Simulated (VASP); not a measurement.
An input for Ansatz (written as the equivalent of a VASP run, and not itself run):

Ansatz 0.2 input:
```yaml
crystal:
  lattice:
    - [2.8900000, 0.0000000, 0.0000000]
    - [0.0000000, 2.8900000, 0.0000000]
    - [0.0000000, 0.0000000, 2.8900000]
  atoms:
    - { symbol: Al, position: [0.5000000, 0.5000000, 0.5000000] }
    - { symbol: Ni, position: [0.0000000, 0.0000000, 0.0000000] }
kpoints:
  mp_grid: { grid: [11, 11, 11] }
hamiltonian:
  xc: r2scan
  pseudopotentials: { kind: paw }
scf:
  occupations: { method: methfessel_paxton, width: 0.1 }
  max_iter: 100
relax:
  max_steps: 60
  f_tol: 0.01
  cell: {}
output: { forces: true, stress: true, eigenvalues: true }
```

Problem. Translate this input to VASP (INCAR, KPOINTS, POSCAR, choice of POTCAR).

Solution. Several could match; the one computed here: 
### INCAR
```
SYSTEM = NiAl
PREC = Accurate; ENCUT = 520; LREAL = .FALSE.
LASPH = .TRUE.
EDIFF = 1E-6; NELM = 100; ALGO = Normal
LMAXMIX = 4; LMIXTAU = .TRUE.
ISMEAR = 1; SIGMA = 0.1
METAGGA = R2SCAN
IBRION = 2; NSW = 60; ISIF = 3
EDIFFG = -0.01
LWAVE = .FALSE.; LCHARG = .FALSE.
```

### POSCAR
```
NiAl
1.0
  2.8900000000   0.0000000000   0.0000000000
  0.0000000000   2.8900000000   0.0000000000
  0.0000000000   0.0000000000   2.8900000000
Al Ni
1 1
Cartesian
  1.4450000000   1.4450000000   1.4450000000
  0.0000000000   0.0000000000   0.0000000000
```

File KPOINTS:
```
Automatic mesh
0
Gamma
11 11 11
```

POTCAR, in this order: Al Ni (PBE.64 set). Program: vasp_std.

What does not carry over: each code has its own PAW files, so the cut-off isn't converted (ENCUT is set for VASP's; basis.ecutwfc is left out, and Ansatz then takes the one that its files recommend); Ansatz stops its SCF on the density residual and VASP on the energy change (EDIFF).

The compound is NiAl in the CsCl type structure. This run relaxes it. Symmetry was kept, so distortions that lower it aren't found.
